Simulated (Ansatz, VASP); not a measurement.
# Mo2CCl2 (Mo2CCl2 MXene bilayer, AB): VASP beside Ansatz, part 2 of 2

Wanted: the spread between two codes on one cell, functional and k mesh. The structure shown is the start of the Ansatz relaxation below; VASP solves that cell, so the two are compared at the walk's first step.

VASP 6.6.1 and Ansatz 0.2.0.

So far: The structure; Ansatz: relaxation, PBE with D3(BJ).

## 3. VASP: single point, PBE with D3(BJ), start cell

Level of this step: PBE with D3(BJ), no spin polarisation; plane waves and PAW (Cl, Mo_sv, C) (VASP).

The same cell, functional, mesh and smearing now go to VASP, with its own data sets.

Lines of VASP's logs that name or quote its potential files are left out, and so is its time.

INCAR reads:

```
SYSTEM = Mo2CCl2
PREC = Accurate
ENCUT = 520
EDIFF = 1E-06
NELM = 120
ISMEAR = -1
SIGMA = 0.05
LREAL = .FALSE.
ALGO = Normal
GGA = PE
IVDW = 12
NBANDS = 57
LASPH = .TRUE.
LORBIT = 11
LWAVE = .FALSE.
LCHARG = .FALSE.
ISIF = 2
LDIPOL = .TRUE.
IDIPOL = 3
DIPOL = 0.5 0.5 0.5
LVHAR = .TRUE.
GGA_COMPAT = .FALSE.
NELMDL = -8
KPAR = 2
```

POSCAR reads:

```
Mo2CCl2
1.0
    3.0247360000      0.0000000000      0.0000000000
   -1.5123680000      2.6194980000      0.0000000000
    0.0000000000      0.0000000000     59.9940840000
Cl Mo C
4 4 2
Direct
    0.3333333333      0.6666666667      0.3792040562
    0.6666666667      0.3333333333      0.4741641192
    0.6666666667      0.3333333333      0.5258358808
    0.0000000000      0.0000000000      0.6207959438
    0.6666666667      0.3333333333      0.4067907929
    0.3333333333      0.6666666667      0.4465773825
    0.0000000000      0.0000000000      0.5534226175
    0.6666666667      0.3333333333      0.5932092071
    0.0000000000      0.0000000000      0.4266840877
    0.3333333333      0.6666666667      0.5733159123
```

KPOINTS reads:

```
Automatic mesh
0
Gamma
12 12 1
0 0 0
```

The projector-augmented-wave data sets are Cl, Mo_sv and C (PBE family, release 64).

Run with:

```bash
$ mpirun -np 2 vasp_std
```

Numbers of over 12 decimals in the logs are rounded to 6 here.

The log of the run:

```text
[banner, memory and clock lines left out]
running    2 mpi-ranks, on    1 nodes
 distrk:  each k-point on    1 cores,    2 groups
 distr:  one band on    1 cores,    1 groups

 POSCAR found type information on POSCAR ClMoC
 POSCAR found :  3 types and      10 ions
 LDA part: xc-table for (Slater+PW92), standard interpolation
|                                                                             |
|           W    W    AA    RRRRR   N    N  II  N    N   GGGG   !!!           |
|           W    W   A  A   R    R  NN   N  II  NN   N  G    G  !!!           |
|           W    W  A    A  R    R  N N  N  II  N N  N  G       !!!           |
|           W WW W  AAAAAA  RRRRR   N  N N  II  N  N N  G  GGG   !            |
|           WW  WW  A    A  R   R   N   NN  II  N   NN  G    G                |
|           W    W  A    A  R    R  N    N  II  N    N   GGGG   !!!           |
|                                                                             |
|     One of the lattice vectors is very long (>50 A), but AMIN is rather     |
|     large. This can spoil convergence since charge sloshing might occur     |
|     along the long lattice vector. If problems with convergence are         |
|     observed, try to decrease AMIN to a smaller value (e.g. 0.01).          |
|     Note: This warning only applies if the self-consistency cycle is        |
|     used.                                                                   |
|                                                                             |

 POSCAR, INCAR and KPOINTS ok, starting setup
 FFT: planning ... GRIDC
 FFT: planning ... GRID_SOFT
 FFT: planning ... GRID
 WAVECAR not read
 entering main loop
       N       E                     dE             d eps       ncg     rms          rms(c)
DAV:   1     0.905416622619E+03    0.90542E+03   -0.50089E+04  2774   0.135E+03
DAV:   2    -0.537046155553E+01   -0.91079E+03   -0.89280E+03  2826   0.351E+02
DAV:   3    -0.781358240809E+02   -0.72765E+02   -0.70250E+02  2537   0.905E+01
DAV:   4    -0.809623432071E+02   -0.28265E+01   -0.27609E+01  2680   0.175E+01
DAV:   5    -0.810642015060E+02   -0.10186E+00   -0.10124E+00  2684   0.311E+00
DAV:   6    -0.810686316490E+02   -0.44301E-02   -0.44271E-02  2812   0.642E-01
DAV:   7    -0.810688063663E+02   -0.17472E-03   -0.17465E-03  2588   0.118E-01
DAV:   8    -0.810688165400E+02   -0.10174E-04   -0.10171E-04  2404   0.272E-02    0.619E+01
DAV:   9    -0.702693213238E+02    0.10799E+02   -0.69203E+01  2396   0.327E+01    0.184E+01
DAV:  10    -0.704337274792E+02   -0.16441E+00   -0.83435E+00  2515   0.133E+01    0.120E+01
DAV:  11    -0.768247739359E+02   -0.63910E+01   -0.27332E+01  2721   0.226E+01    0.190E+01
DAV:  12    -0.700412142502E+02    0.67836E+01   -0.30876E+01  2829   0.141E+01    0.175E+00
DAV:  13    -0.700868934214E+02   -0.45679E-01   -0.90061E-01  2649   0.323E+00    0.167E+00
DAV:  14    -0.700620305152E+02    0.24863E-01   -0.90404E-02  2626   0.138E+00    0.117E+00
[...]
DAV:  25    -0.700588946856E+02   -0.58255E-04   -0.74948E-06  2220   0.937E-03    0.797E-03
DAV:  26    -0.700589167124E+02   -0.22027E-04   -0.10728E-06  1686   0.441E-03    0.702E-03
DAV:  27    -0.700589356512E+02   -0.18939E-04   -0.24413E-06  1740   0.581E-03    0.378E-03
DAV:  28    -0.700589503927E+02   -0.14741E-04   -0.54518E-07  1608   0.271E-03    0.304E-03
DAV:  29    -0.700589535104E+02   -0.31176E-05   -0.32247E-07  1426   0.192E-03    0.156E-03
DAV:  30    -0.700589595709E+02   -0.60605E-05   -0.20042E-07  1473   0.159E-03    0.859E-04
DAV:  31    -0.700589632005E+02   -0.36296E-05   -0.11527E-07  1449   0.839E-04    0.113E-03
DAV:  32    -0.700589640520E+02   -0.85155E-06   -0.46175E-08  1322   0.786E-04
   1 F= -.73967486E+02 E0= -.73932017E+02  d E =-.709382E-01
```

From OUTCAR (step 3):

```text
ion  position               nearest neighbor table
   1  0.333  0.667  0.379-   5 2.41   5 2.41   5 2.41
   2  0.667  0.333  0.474-   6 2.41   6 2.41   6 2.41
   3  0.667  0.333  0.526-   7 2.41   7 2.41   7 2.41
   4  0.000  0.000  0.621-   8 2.41   8 2.41   8 2.41
   5  0.667  0.333  0.407-   9 2.12   9 2.12   9 2.12   1 2.41   1 2.41   1 2.41   6 2.96   6 2.96
                             6 2.96
   6  0.333  0.667  0.447-   9 2.12   9 2.12   9 2.12   2 2.41   2 2.41   2 2.41   5 2.96   5 2.96
                             5 2.96
   7  0.000  0.000  0.553-  10 2.12  10 2.12  10 2.12   3 2.41   3 2.41   3 2.41   8 2.96   8 2.96
                             8 2.96
   8  0.667  0.333  0.593-  10 2.12  10 2.12  10 2.12   4 2.41   4 2.41   4 2.41   7 2.96   7 2.96
                             7 2.96
   9  0.000  0.000  0.427-   5 2.12   6 2.12   5 2.12   6 2.12   5 2.12   6 2.12
  10  0.333  0.667  0.573-   8 2.12   7 2.12   8 2.12   7 2.12   7 2.12   8 2.12

  LATTYP: Found a hexagonal cell.
 ALAT       =     3.0247360000
 C/A-ratio  =    19.8344860510

 Subroutine GETGRP returns: Found 12 space group operations
 (whereof  6 operations were pure point group operations)

The static configuration has the point symmetry C_3v.
 The point group associated with its full space group is D_3d.

 Found     19 irreducible k-points:

   k-points           NKPTS =     19   k-points in BZ     NKDIM =     19   number of bands    NBANDS=     57

   dimension x,y,z NGX =    24 NGY =   24 NGZ =  448
   dimension x,y,z NGXF=    48 NGYF=   48 NGZF=  896

   ENCUT  =  520.0 eV  38.22 Ry    6.18 a.u.   5.62  5.62111.55*2*pi/ulx,y,z

   NELECT =      92.0000    total number of electrons

 k-points in reciprocal lattice and weights: Automatic mesh
   0.00000000  0.00000000  0.00000000       0.007
   0.08333333  0.00000000  0.00000000       0.042
   0.16666667 -0.00000000  0.00000000       0.042
   0.25000000  0.00000000  0.00000000       0.042
   0.33333333  0.00000000  0.00000000       0.042
   0.41666667  0.00000000  0.00000000       0.042
   0.50000000  0.00000000  0.00000000       0.021
   0.08333333  0.08333333  0.00000000       0.042
   0.16666667  0.08333333  0.00000000       0.083
[...]
0.33333333  0.25000000  0.00000000       0.083
   0.33333333  0.33333333  0.00000000       0.014

 dipolmoment           0.000000      0.000000     -0.000000 electrons x Angstroem

 average (electrostatic) potential at core
       1 -97.6301       2 -97.6460       3 -97.6460       4 -97.6301       5 -82.1823
       6 -82.1813       7 -82.1813       8 -82.1823       9 -55.2292      10 -55.2292

 E-fermi :   0.4652

 k-point     1 :       0.0000    0.0000    0.0000
  band No.  band energies     occupation
    ...
     46      -1.6966      2.00000
     47       0.2964      1.93382
     48       0.2964      1.93382
     49       0.2975      1.93237
     50       0.2975      1.93237
     51       0.6325      0.06796
     52       0.6325      0.06796
     53       0.6755      0.02933
     54       0.6755      0.02933
     55       1.5050      0.00000
    ...

 k-point     2 :       0.0833    0.0000    0.0000
  band No.  band energies     occupation
    ...
     47       0.3094      1.91511
     48       0.3128      1.90925
     49       0.4536      1.11483
     50       0.4649      1.00280
     51       0.4678      0.97357
     52       0.5591      0.26498
     53       0.6810      0.02632
     54       0.7255      0.01089
     55       1.9151      0.00000
     56       1.9273      0.00000
    ...

 k-point     3 :       0.1667   -0.0000    0.0000
  band No.  band energies     occupation
    ...
     45      -0.9351      2.00000
     46      -0.9210      2.00000
     47       0.2137      1.98700
     48       0.3208      1.89434
     49       0.4552      1.09882
     50       0.5601      0.26030
     51       0.7466      0.00716
     52       0.7888      0.00309
     53       0.9347      0.00017
     54       0.9497      0.00012
    ...

 Edisp (eV)   -3.90852

  Total      14.99712    14.99712    22.08015     0.00000     0.00000    -0.00000
  in kB      50.54807    50.54807    74.42152     0.00000     0.00000    -0.00000
  external pressure =       58.51 kB  Pullay stress =        0.00 kB

  energy-cutoff  :      520.00
  volume of cell :      475.35
      direct lattice vectors                 reciprocal lattice vectors
     3.024736000  0.000000000  0.000000000     0.330607365  0.190876267  0.000000000
    -1.512368000  2.619498000  0.000000000     0.000000000  0.381752534  0.000000000
     0.000000000  0.000000000 59.994084000     0.000000000  0.000000000  0.016668310

 POSITION                                       TOTAL-FORCE (eV/Angst)
 -----------------------------------------------------------------------------------
     -0.00000      1.74633     22.75000         0.000000     -0.000000     -2.427136
      1.51237      0.87317     28.44704         0.000000     -0.000000      2.144057
      1.51237      0.87317     31.54704         0.000000     -0.000000     -2.144057
      0.00000      0.00000     37.24408        -0.000000     -0.000000      2.427136
      1.51237      0.87317     24.40504        -0.000000      0.000000      1.257891
     -0.00000      1.74633     26.79200         0.000000     -0.000000     -1.204706
      0.00000      0.00000     33.20208        -0.000000      0.000000      1.204706
      1.51237      0.87317     35.58904        -0.000000     -0.000000     -1.257891
      0.00000      0.00000     25.59852        -0.000000      0.000000      0.001341
     -0.00000      1.74633     34.39556        -0.000000      0.000000     -0.001341
 -----------------------------------------------------------------------------------
    total drift:                               -0.000000      0.000000      0.000000

  FREE ENERGIE OF THE ION-ELECTRON SYSTEM (eV)
  ---------------------------------------------------
  free  energy   TOTEN  =       -73.9674857515 eV

  energy  without entropy=      -73.8965475789  energy(sigma->0) =      -73.93201667

 vacuum level on the upper side and lower side of the slab         4.217         4.217

 total charge
# of ion       s       p       d       tot
------------------------------------------
    1        1.612   3.558   0.000   5.170
    2        1.615   3.558   0.000   5.173
    3        1.615   3.558   0.000   5.173
    4        1.612   3.558   0.000   5.170
    5        2.283   6.225   4.128  12.636
    6        2.283   6.225   4.129  12.637
    7        2.283   6.225   4.129  12.637
    8        2.283   6.225   4.128  12.636
    9        0.880   1.596   0.000   2.476
   10        0.880   1.596   0.000   2.476
--------------------------------------------------
tot         17.346  42.324  16.512  76.182

[... 3 further parts left out ...]
```

This run has no spin polarisation, so a moment on Mo, if there is one, isn't seen.

## 4. Differences

Known differences besides the potentials themselves: Ansatz cuts the interaction across the vacuum, VASP repeats the sheet with a dipole correction; the cutoff is 420 eV in Ansatz and 520 eV in VASP. Total energies have different zeros and are not compared.

Forces (eV/Å; atoms numbered as in POSCAR):

| atom | Ansatz x, y, z | VASP x, y, z |
| --- | --- | --- |
| Cl1 | 0.000, 0.000, -2.401 | 0.000, 0.000, -2.427 |
| Cl2 | 0.000, 0.000, 2.119 | 0.000, 0.000, 2.144 |
| Cl3 | 0.000, 0.000, -2.119 | 0.000, 0.000, -2.144 |
| Cl4 | 0.000, 0.000, 2.401 | 0.000, 0.000, 2.427 |
| Mo5 | 0.000, 0.000, 1.255 | 0.000, 0.000, 1.258 |
| Mo6 | 0.000, 0.000, -1.201 | 0.000, 0.000, -1.205 |
| Mo7 | 0.000, 0.000, 1.201 | 0.000, 0.000, 1.205 |
| Mo8 | 0.000, 0.000, -1.255 | 0.000, 0.000, -1.258 |
| C9 | 0.000, 0.000, 0.001 | 0.000, 0.000, 0.001 |
| C10 | 0.000, 0.000, -0.001 | 0.000, 0.000, -0.001 |

The forces differ by 9.4 meV/Å r.m.s., which is 1.0 % of the r.m.s. force of 0.949 eV/Å (both taken over all components). With vacuum in the cell, a pressure given here is an average over mostly empty space and none of the material.

## 5. Outcome

| Property | Result |
| --- | --- |
| r.m.s. force difference (single point, PBE with D3(BJ), start cell) | 0.98 % of the r.m.s. force |

What this shows: The r.m.s. force difference is 0.98 % of the r.m.s. force (single point, PBE with D3(BJ), start cell), within the 3 % picked in this series as the mark of a large difference. 1 further run of this series is not shown here. Such differences can come from data sets, numerical settings and the points named under the comparisons, not from the functional's error against experiment.

[Lines on the potential files, build, host, timing and source positions are cut from VASP's logs without a mark.]

[Logs are printed without paths, hosts, clocks, repeated set-up lines and the standing remarks that a program may print on its own settings, such as how far it seeks lower states.]

[Hosts, paths, dates, database ids (printed as entryN), source tags and the programs' standing remarks are cut or masked in the printed files.]
